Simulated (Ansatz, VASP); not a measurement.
# Cross-check of CuPd (Skaergaardite) between VASP and Ansatz, part 2 of 2

Wanted: the spread between two codes on one cell, functional and k mesh. The cell is taken from a series of runs on this material, whose earlier steps may have relaxed, scaled, displaced or heated it; both programs get it as it stands.

VASP 6.6.1 and Ansatz 0.2.0.

So far: The starting structure; Ansatz: zone-centre phonons, PBEsol.

## 3. VASP: zone-centre phonons, PBEsol

Level of this step: PBEsol; plane waves and PAW (Cu, Pd) (VASP).

The same cell, functional, mesh and smearing now go to VASP, with its own data sets.

Lines of VASP's logs that name or quote its potential files are left out, and so is its time.

The input, INCAR:

```
SYSTEM = CuPd
PREC = Accurate
ENCUT = 600
EDIFF = 1E-08
NELM = 120
ISMEAR = -1
SIGMA = 0.1
LREAL = .FALSE.
ALGO = Normal
GGA = PS
NBANDS = 16
LASPH = .TRUE.
LORBIT = 11
LWAVE = .FALSE.
LCHARG = .FALSE.
ISIF = 2
IBRION = 8
GGA_COMPAT = .FALSE.
KPAR = 2
```

The input, POSCAR:

```
CuPd
1.0
    2.9620481756      0.0000000000      0.0000000000
    0.0000000000      2.9620481756      0.0000000000
    0.0000000000      0.0000000000      2.9620481756
Cu Pd
1 1
Direct
    0.0000000000      0.0000000000      0.0000000000
    0.5000000000      0.5000000000      0.5000000000
```

The input, KPOINTS:

```
Automatic mesh
0
Gamma
16 16 16
0 0 0
```

Potentials, in the order of the species: Cu and Pd (PBE family, release 64).

Command:

```sh
mpirun -np 2 vasp_std
```

Numbers of over 12 decimals in the logs are rounded to 6 here.

The program printed:

```text
[banner, memory and clock lines left out]
running    2 mpi-ranks, on    1 nodes
 distrk:  each k-point on    1 cores,    2 groups
 distr:  one band on    1 cores,    1 groups

 POSCAR found type information on POSCAR CuPd
 POSCAR found :  2 types and       2 ions
|                                                                             |
|               ----> ADVICE to this user running VASP <----                  |
|                                                                             |
|     You enforced a specific xc type in the INCAR file but a different       |
|     [... a line on the potential file left out ...]
|     I HOPE YOU KNOW WHAT YOU ARE DOING!                                     |
|                                                                             |

 LDA part: xc-table for (Slater+PW92), standard interpolation
 POSCAR, INCAR and KPOINTS ok, starting setup
 FFT: planning ... GRIDC
 FFT: planning ... GRID_SOFT
 FFT: planning ... GRID
 WAVECAR not read
 entering main loop
       N       E                     dE             d eps       ncg     rms          rms(c)
DAV:   1     0.118791787800E+03    0.11879E+03   -0.11536E+04  5640   0.210E+03
DAV:   2    -0.844959171459E+01   -0.12724E+03   -0.12031E+03  5352   0.319E+02
DAV:   3    -0.120829950149E+02   -0.36334E+01   -0.35377E+01  6632   0.632E+01
DAV:   4    -0.121300158559E+02   -0.47021E-01   -0.47011E-01  6136   0.583E+00
DAV:   5    -0.121321290186E+02   -0.21132E-02   -0.21131E-02  8168   0.134E+00    0.138E+01
DAV:   6    -0.131557392103E+02   -0.10236E+01   -0.28806E+01  5296   0.192E+02    0.105E+01
DAV:   7    -0.105543205743E+02    0.26014E+01   -0.62597E+00  6600   0.102E+02    0.244E+00
DAV:   8    -0.105279576477E+02    0.26363E-01   -0.39174E-01  7200   0.128E+01    0.176E+00
DAV:   9    -0.105201309070E+02    0.78267E-02   -0.70183E-03  6856   0.101E+00    0.376E-01
DAV:  10    -0.105186757665E+02    0.14551E-02   -0.10589E-02  5944   0.490E+00    0.139E-01
DAV:  11    -0.105184685590E+02    0.20721E-03   -0.74547E-04  8184   0.986E-01    0.500E-02
DAV:  12    -0.105184367796E+02    0.31779E-04   -0.58247E-05  7776   0.332E-01    0.198E-02
DAV:  13    -0.105184322752E+02    0.45044E-05   -0.16373E-05  8168   0.148E-01    0.422E-03
DAV:  14    -0.105184320929E+02    0.18229E-06   -0.69755E-07  7896   0.202E-02    0.168E-03
DAV:  15    -0.105184319982E+02    0.94791E-07   -0.10961E-07  6784   0.139E-02    0.310E-04
DAV:  16    -0.105184320212E+02   -0.23010E-07   -0.45486E-09  3280   0.204E-03    0.998E-05
DAV:  17    -0.105184320234E+02   -0.21955E-08   -0.27198E-09  3280   0.559E-04
   1 F= -.10518432E+02 E0= -.10494686E+02  d E =-.474922E-01
 Linear response reoptimize wavefunctions to high precision
DAV:   1    -0.105184320233E+02    0.71395E-10   -0.55066E-10  3376   0.739E-04
 Linear response DOF=           2
 Linear response progress:
  Degree of freedom:   1/  2
       N       E                     dE             d eps       ncg     rms          rms(c)
RMM:   1    -0.240011757732E+00   -0.24001E+00   -0.10994E-01 17712   0.455E+00
RMM:   2    -0.238317382798E+00    0.16944E-02   -0.89197E-03 17307   0.160E+00    0.113E-01
RMM:   3    -0.238572992124E+00   -0.25561E-03   -0.10818E-03 20620   0.322E-01    0.743E-02
RMM:   4    -0.238809385650E+00   -0.23639E-03   -0.34007E-04 20756   0.159E-01    0.160E-02
RMM:   5    -0.238731529777E+00    0.77856E-04   -0.28503E-05 20520   0.416E-02    0.604E-03
RMM:   6    -0.238743090846E+00   -0.11561E-04   -0.15174E-06 18604   0.128E-02    0.351E-03
RMM:   7    -0.238746768111E+00   -0.36773E-05   -0.37795E-07 18349   0.906E-03    0.129E-03
RMM:   8    -0.238738771889E+00    0.79962E-05   -0.13999E-07 22124   0.352E-03    0.416E-04
RMM:   9    -0.238736728099E+00    0.20438E-05   -0.34488E-08 22866   0.987E-04    0.198E-04
RMM:  10    -0.238735637655E+00    0.10904E-05   -0.92279E-09 22989   0.340E-04    0.119E-04
RMM:  11    -0.238734182188E+00    0.14555E-05   -0.54953E-09 22546   0.173E-04    0.130E-05
RMM:  12    -0.238734064215E+00    0.11797E-06    0.34738E-10 23416   0.790E-05    0.713E-06
RMM:  13    -0.238734133337E+00   -0.69122E-07   -0.10643E-09 23246   0.385E-05    0.251E-06
RMM:  14    -0.238734106956E+00    0.26381E-07   -0.17638E-09 24022   0.241E-05    0.154E-06
RMM:  15    -0.238734112959E+00   -0.60033E-08   -0.19287E-09 24510   0.189E-05    0.478E-07
 first order change of Fermi-energy   0.30982E-04
 force on displaced ion       1 direction 1 :  -7.361  -0.000   0.000
 Linear response progress:
  Degree of freedom:   2/  2
       N       E                     dE             d eps       ncg     rms          rms(c)
RMM:   1    -0.249195935029E+00   -0.24920E+00   -0.22708E-01 22104   0.415E+00
RMM:   2    -0.248876678246E+00    0.31926E-03   -0.11785E-02 19327   0.152E+00    0.660E-02
RMM:   3    -0.249784593850E+00   -0.90792E-03   -0.52115E-03 22461   0.513E-01    0.548E-02
RMM:   4    -0.249911062555E+00   -0.12647E-03   -0.36195E-04 22140   0.140E-01    0.479E-02
RMM:   5    -0.250445513155E+00   -0.53445E-03   -0.52029E-04 21624   0.153E-01    0.334E-02
RMM:   6    -0.250284487469E+00    0.16103E-03   -0.37857E-05 21144   0.502E-02    0.172E-02
RMM:   7    -0.250187539164E+00    0.96948E-04   -0.14224E-05 22141   0.295E-02    0.564E-03
RMM:   8    -0.250161367822E+00    0.26171E-04   -0.29222E-06 24373   0.126E-02    0.185E-03
RMM:   9    -0.250139022803E+00    0.22345E-04   -0.11492E-06 23549   0.722E-03    0.169E-03
RMM:  10    -0.250150542748E+00   -0.11520E-04   -0.19642E-07 21876   0.324E-03    0.332E-04
RMM:  11    -0.250152235487E+00   -0.16927E-05   -0.15588E-08 23076   0.997E-04    0.131E-04
RMM:  12    -0.250153287876E+00   -0.10524E-05   -0.75957E-09 23501   0.345E-04    0.260E-05
RMM:  13    -0.250153559193E+00   -0.27132E-06   -0.34486E-09 23112   0.135E-04    0.110E-05
RMM:  14    -0.250153758484E+00   -0.19929E-06   -0.54313E-09 23788   0.904E-05    0.178E-05
RMM:  15    -0.250153631483E+00    0.12700E-06   -0.46442E-09 22606   0.524E-05    0.710E-06
RMM:  16    -0.250153545632E+00    0.85851E-07   -0.45160E-09 23801   0.410E-05    0.465E-07
RMM:  17    -0.250153539463E+00    0.61694E-08   -0.44631E-09 25490   0.310E-05    0.712E-07
 first order change of Fermi-energy   0.28206E-03
 force on displaced ion       2 direction 1 :  -7.312  -0.000  -0.000
 Linear response finished
```

From OUTCAR (step 3):

```text
ion  position               nearest neighbor table
   1  0.000  0.000  0.000-   2 2.57   2 2.57   2 2.57   2 2.57   2 2.57   2 2.57   2 2.57   2 2.57

  LATTYP: Found a simple cubic cell.
 ALAT       =     2.9620481756

 Subroutine GETGRP returns: Found 48 space group operations
 (whereof 48 operations were pure point group operations)

The static configuration has the point symmetry O_h .

 Found    165 irreducible k-points:

   k-points           NKPTS =    165   k-points in BZ     NKDIM =    165   number of bands    NBANDS=     16

   dimension x,y,z NGX =    24 NGY =   24 NGZ =   24
   dimension x,y,z NGXF=    48 NGYF=   48 NGZF=   48

   ENCUT  =  600.0 eV  44.10 Ry    6.64 a.u.   5.92  5.92  5.92*2*pi/ulx,y,z

   NELECT =      21.0000    total number of electrons

 k-points in reciprocal lattice and weights: Automatic mesh
   0.00000000  0.00000000  0.00000000       0.000
   0.06250000  0.00000000  0.00000000       0.001
   0.12500000  0.00000000  0.00000000       0.001
   0.18750000  0.00000000  0.00000000       0.001
   0.25000000  0.00000000  0.00000000       0.001
   0.31250000  0.00000000  0.00000000       0.001
   0.37500000  0.00000000  0.00000000       0.001
   0.43750000  0.00000000  0.00000000       0.001
   0.50000000  0.00000000  0.00000000       0.001
[...]
0.50000000  0.50000000  0.43750000       0.001
   0.50000000  0.50000000  0.50000000       0.000

 average (electrostatic) potential at core
       1 -61.6385       2 -71.3063

  Total        0.0307742      0.0307742      0.0307742      0.0000000     -0.0000000      0.0000000
  in kB        1.8972343      1.8972343      1.8972343      0.0000000     -0.0000000      0.0000000
  external PRESSURE =       1.8972343 kB  Pullay stress =       0.0000000 kB

  energy-cutoff  :      600.00
  volume of cell :       25.99
      direct lattice vectors                 reciprocal lattice vectors
     2.962048176  0.000000000  0.000000000     0.337604232  0.000000000  0.000000000
     0.000000000  2.962048176  0.000000000     0.000000000  0.337604232  0.000000000
     0.000000000  0.000000000  2.962048176     0.000000000  0.000000000  0.337604232

 POSITION                                       TOTAL-FORCE (eV/Angst)
 -----------------------------------------------------------------------------------
      0.00000      0.00000      0.00000         0.000000      0.000000      0.000000
      1.48102      1.48102      1.48102         0.000000      0.000000      0.000000
 -----------------------------------------------------------------------------------
    total drift:                                0.000000      0.000000     -0.000000

 Eigenvectors and eigenvalues of the dynamical matrix
 ----------------------------------------------------

   1 f  =    6.715863 THz    42.197011 2PiTHz  224.017071 cm-1    27.774564 meV
             X         Y         Z           dx          dy          dz
      0.000000  0.000000  0.000000    -0.000000   -0.000000    0.792277
      1.481024  1.481024  1.481024    -0.000000   -0.000000   -0.610162

   2 f  =    6.715863 THz    42.197011 2PiTHz  224.017071 cm-1    27.774564 meV
             X         Y         Z           dx          dy          dz
      0.000000  0.000000  0.000000    -0.000000   -0.792277   -0.000000
      1.481024  1.481024  1.481024     0.000000    0.610162    0.000000

   3 f  =    6.715863 THz    42.197011 2PiTHz  224.017071 cm-1    27.774564 meV
             X         Y         Z           dx          dy          dz
      0.000000  0.000000  0.000000     0.792277   -0.000000   -0.000000
      1.481024  1.481024  1.481024    -0.610162    0.000000    0.000000

   4 f/i=    0.010951 THz     0.068810 2PiTHz    0.365300 cm-1     0.045291 meV
             X         Y         Z           dx          dy          dz
      0.000000  0.000000  0.000000    -0.274830   -0.492828    0.232134
      1.481024  1.481024  1.481024    -0.356859   -0.639922    0.301419

   5 f/i=    0.010951 THz     0.068810 2PiTHz    0.365300 cm-1     0.045291 meV
             X         Y         Z           dx          dy          dz
      0.000000  0.000000  0.000000    -0.183297   -0.161186   -0.559213
      1.481024  1.481024  1.481024    -0.238006   -0.209295   -0.726121

   6 f/i=    0.010951 THz     0.068810 2PiTHz    0.365300 cm-1     0.045291 meV
             X         Y         Z           dx          dy          dz
      0.000000  0.000000  0.000000     0.512999   -0.321617   -0.075448
      1.481024  1.481024  1.481024     0.666114   -0.417609   -0.097967

 ELASTIC MODULI CONTR FROM IONIC RELAXATION (kBar)
 Direction    XX          YY          ZZ          XY          YZ          ZX
 --------------------------------------------------------------------------------
 XX           0.0000      0.0000      0.0000      0.0000      0.0000      0.0000
 YY           0.0000      0.0000      0.0000      0.0000      0.0000      0.0000
 ZZ           0.0000      0.0000      0.0000      0.0000      0.0000      0.0000
 XY           0.0000      0.0000      0.0000      0.0000      0.0000      0.0000
 YZ           0.0000      0.0000      0.0000      0.0000      0.0000      0.0000
 ZX           0.0000      0.0000      0.0000      0.0000      0.0000      0.0000
 --------------------------------------------------------------------------------
```

This run has no spin polarisation. Its electron count is odd, so without a moment it is a metal by construction.

## 4. Comparison

Known differences besides the potentials themselves: the data sets hold 37 valence electrons in Ansatz (on its default PAW (the set named soft_2) files) and 21 in VASP; the cutoff is 420 eV in Ansatz and 600 eV in VASP; Ansatz makes its cores anew for this functional, VASP keeps those of its PBE data sets. Total energies have different zeros and are not compared.

Compared:

| quantity | Ansatz | VASP | difference |
| --- | --- | --- | --- |
| optical mode 1 to 3 (cm⁻¹) | 223.8 | 224.0 | -0.10 % |

Modes are paired by rising frequency, not by their patterns, so a pair may set unlike modes beside each other; they are those without the splitting of longitudinal modes.

## 5. Outcome

```
r.m.s. difference of the optical zone-centre modes, each program's sorted by frequency (zone-centre phonons, PBEsol) : 0.22 cm⁻¹
```

In words: The r.m.s. difference of the optical zone-centre modes, each program's sorted by frequency is 0.22 cm⁻¹ (zone-centre phonons, PBEsol). The data sets hold unlike numbers of valence electrons (37 in Ansatz and 21 in VASP), so part of the differences comes from the potentials. How closely two codes agree says nothing of how well the functional describes the real material.

[Lines on the potential files, build, host, timing and source positions are cut from VASP's logs without a mark.]

[Logs are printed without paths, hosts, clocks, repeated set-up lines and the standing remarks that a program may print on its own settings, such as how far it seeks lower states.]

[Hosts, paths, dates, database ids (printed as entryN), source tags and the programs' standing remarks are cut or masked in the printed files.]
